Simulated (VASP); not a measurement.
# Work function of the (001), (110) and (111) faces of rock-salt TiC, and adatom binding on (111), in PBEsol

A carbide film used as an electrical contact or an electron emitter has to offer a known work function, and that depends on which face is exposed and what has stuck to it. I want to see how far face, termination and thickness move the work function of TiC, and how firmly added atoms hold. The work function here is the vacuum level above the upper face less the Fermi level, from relaxed PBEsol slabs. Added layers cover that face only. The binding energy is counted per added atom against half its gas dimer, with negative values downhill. Each state had one starting arrangement, so a lower one may exist, and the energies leave out zero-point and thermal terms.

## Calculations

VASP 6.6.1 with its PAW datasets (PBE 64), a cutoff of 400 eV, PBEsol. The surface is rock-salt TiC at a = 4.31 Å; each state is built by hand and relaxed (threshold 0.04 eV/Å, under 0.08 where a run ended short) with a dipole correction, first-order Methfessel-Paxton smearing of 0.1 eV and meshes of 8 to 12 points along each in-plane vector; gases are relaxed alone in a box, spin-polarised for O2 (O2 as a triplet). The slabs are spin-paired, no spin-orbit coupling. The energy is the binding energy of an added atom against half its dimer, negative when downhill; energies are static. Aspherical gradient terms inside the PAW spheres (LASPH) are on.

Notes on method and selection:

- One start for each state; other arrangements may lie lower.
- Zero-point and thermal terms are left out; they favour steps that give off gas.
- Members whose relaxation ended with forces over 0.08 eV/Å, or whose line-up differs by over 0.25 eV between elements, are not listed.
- Runs in which the search for lower states was switched off are not listed.
- Runs that did not converge, have known faults or may not be shown are not listed, and runs on Ansatz's PAW sets soft_1 and soft_2 are kept to separate tables.

Columns:

- distance (Å): its distance.
- layers: number of layers.
- from: state from which the energy counts, with gases taken up (+) or given off (−).
- pair: nearest pair, adsorbate-surface.
- E PBEsol (eV): energy per adsorbed atom, PBEsol.
- level (eV): vacuum level above the upper face less the Fermi level.

## Numbers

| member | distance (Å) | layers | from | pair | E PBEsol (eV) | level (eV) |
| --- | --- | --- | --- | --- | --- | --- |
| TiC(111), Ti ends | – | 11 | – | – | – | 4.71 |
| TiC(111), C ends | – | 11 | – | – | – | 6.68 |
| TiC(111), Ti ends, one layer of O on top | 1.97 | – | TiC(111), Ti ends (+0.5 O2) | O-Ti | −5.19 | 6.15 |
| TiC(110), 9 layers | – | 9 | – | – | – | 3.99 |
| TiC(111), Ti ends, one layer of H on top | 2.02 | – | TiC(111), Ti ends (+0.5 H2) | H-Ti | −1.38 | 4.27 |
| TiC(111), Ti ends, one layer of F on top | 2.15 | – | TiC(111), Ti ends (+0.5 F2) | F-Ti | −5.55 | 4.47 |
| TiC(001), 7 layers | – | 7 | – | – | – | 4.66 |
| TiC(001), 5 layers | – | 5 | – | – | – | 4.68 |
| TiC(111), Ti ends, one layer of Cl on top | 2.46 | – | TiC(111), Ti ends (+0.5 Cl2) | Cl-Ti | ? | ? |

Cells marked ? are withheld until the estimate has been made.

## Mechanism

Termination matters most. On (111) the carbon-ended face lies 6.68 − 4.71 = 1.97 eV above the titanium-ended one. An outer layer of negative carbon makes a dipole that holds electrons back, which gives the right sign. The carbon atoms could not pair up in the small cell, so 6.68 eV belongs to the unpaired face only.

Between the two faces with both elements in the surface plane, (110) lies 4.66 − 3.99 = 0.67 eV below seven-layer (001). A likely reason is that electrons smooth themselves over the more open face and weaken its outward dipole. Going from five to seven layers on (001) changes the level by only 0.02 eV, which I treat as numerical noise; thickness is not varied on the other faces.

On titanium-ended (111), oxygen raises the level by 1.44 eV, while hydrogen lowers it by 4.71 − 4.27 = 0.44 eV and fluorine by 4.71 − 4.47 = 0.24 eV. The shift is 181 μ/A, in eV, with the outward-negative dipole μ in e·Å and the cell area A = √3 / 4 × 4.31² = 8.04 Å². Oxygen therefore needs only μ = 1.44 × 8.04 / 181 = 0.064 e·Å. Such a small net dipole suggests large terms that nearly cancel: charge drawn out to the adsorbate, against polarisation of the adsorbate and the pushing back of the metal's electron tail. For fluorine the second group would have to win, since a negative layer alone would raise the level.

Binding does not follow the work function. Fluorine (−5.55 eV) and oxygen (−5.19 eV) both bind strongly yet shift the level in opposite directions; hydrogen binds by 1.38 eV. Fluorine's narrow lead owes much to its weak dimer bond. Against free atoms oxygen would lead, because half an O2 bond costs roughly 2.6 eV and half an F2 bond roughly 0.8 eV. PBEsol also overbinds these dimers, by enough to blur a gap of 5.55 − 5.19 = 0.36 eV.

## Estimating the withheld member

Plain estimates from the members shown:

- TiC(111), Ti ends, one layer of Cl on top, mean of the 8 members shown: 4.95 eV, standard deviation 0.88

The mean of all members, 4.95 eV, mixes different faces with the carbon-ended and oxygen-covered surfaces, which pull it upward. I trust the fluorine-covered face more. It has the same titanium-ended substrate, and its adsorbate also needs one electron to close its shell. I therefore carry its 4.47 eV over to chlorine.

Two effects could shift the value. The Cl–Ti distance is 2.46 − 2.15 = 0.31 Å longer than F–Ti, and the same negative charge held farther out would raise the level. Chlorine, however, draws less charge and polarises more easily, and both of these lower it. The columns give no charges from which to size either effect, so I apply no shift.

Tried on hydrogen, the other adsorbate that is one electron short of a closed shell, the fluorine value misses by 4.47 − 4.27 = 0.20 eV. A single trial is too little to set the error bar. I take instead the widest gap among the titanium-ended faces without oxygen, 4.71 − 4.27 = 0.44 eV, rounded to 0.4 eV. The same route would miss oxygen by 6.15 − 4.47 = 1.68 eV, so it rests on chlorine behaving as a one-electron acceptor like fluorine. If the estimate fails, I expect the true value to be higher, through the longer bond.

**Committed estimate, TiC(111), Ti ends, one layer of Cl on top: level = 4.5 ± 0.4 eV.**

## Result

| member | distance (Å) | from | pair | E PBEsol (eV) | level (eV) |
| --- | --- | --- | --- | --- | --- |
| TiC(111), Ti ends, one layer of Cl on top | 2.46 | TiC(111), Ti ends (+0.5 Cl2) | Cl-Ti | −3.45 | 4.17 |

| member | estimate | level (eV) | computed | estimate − computed | miss in error bars |
| --- | --- | --- | --- | --- | --- |
| TiC(111), Ti ends, one layer of Cl on top | committed | 4.50 | 4.17 | +0.33 | 0.8 |
| TiC(111), Ti ends, one layer of Cl on top | mean | 4.95 | 4.17 | +0.78 |  |

The computed level is 4.17 eV against my 4.5 ± 0.4 eV, so the estimate is 0.33 eV too high but inside its error bar. The mean of the other members misses by 0.78 eV.

Taking fluorine as the model gave the right sign: chlorine also lowers the level of the bare titanium-ended face, by 4.71 − 4.17 = 0.54 eV. My expectation that any miss would be on the low side, because of the longer bond, was wrong. Chlorine sits 0.31 Å farther from titanium than fluorine does, yet its level is 0.30 eV lower. Smaller charge transfer and stronger polarisation of chlorine would both act in that direction, but the columns give no charges to confirm either.

Chlorine binds by 3.45 eV, which is 5.55 − 3.45 = 2.10 eV less than fluorine. Titanium generally bonds less strongly to chlorine than to fluorine, and Cl2 costs more to split than F2. Crowding may contribute as well: neighbours in the full layer are only 4.31 / √2 = 3.05 Å apart, while a chloride ion is roughly 3.6 Å across.

## Residuals

Two members stand well above the rest in work function: the carbon-ended (111) face at 6.68 eV and the oxygen-covered titanium-ended face at 6.15 eV. The other seven lie between 3.99 and 4.71 eV.

Both high members end in a layer that should carry negative charge, and the outward-negative dipole raises the level. On the carbon-ended face, pairing of the atoms would change both the charge and the height of the outer layer, so the value may not describe the face that forms in practice.

Oxygen can take up two electrons where hydrogen, fluorine and chlorine take one, and it has the shortest distance to titanium, 1.97 Å. More charge raises the level, while a shorter distance by itself would reduce the dipole. The larger charge is therefore the likelier reason for its rise of 1.44 eV.

## Conclusions and limits

On the titanium-ended face, full layers of hydrogen, fluorine and chlorine lower the work function by 0.24 to 0.54 eV, while oxygen raises it. Predicting each of those three from the mean of the other two misses by 0.05, 0.25 and 0.20 eV, a small test that covers full layers only.

Between ideal faces, the computed gap of 0.67 eV from (110) to (001) would matter greatly for thermionic emission. At about 1500 K, where kT = 1500 / 11600 = 0.129 eV, (110) would emit about exp(0.67 / 0.129) ≈ 180 times more current for equal prefactors and unchanged work functions. I would not carry that factor over to a real emitter. Titanium carbide usually lacks some of its carbon, and vacancies near the surface can shift the level by different amounts on the two faces, whereas my slabs have every carbon site filled. A hot (110) face may also rearrange in ways that the small cell cannot show. The factor is very sensitive to such changes: half the gap would leave only √180 ≈ 13. No measured work function is compared here, so the size of the gap on real surfaces remains untested.

For binding, I expect no omitted effect to exceed the spread of the table. The largest is probably the thermal free energy of the gas, mostly entropy, which at 1000 K and 1 bar weakens it by roughly 0.7 eV per hydrogen atom and 1.2 eV per chlorine atom. That takes away about half of hydrogen's 1.38 eV. For the work function I can give no such bound: carbon vacancies, incomplete added layers and other arrangements of the surface atoms could all move it, and the table sizes none of them.
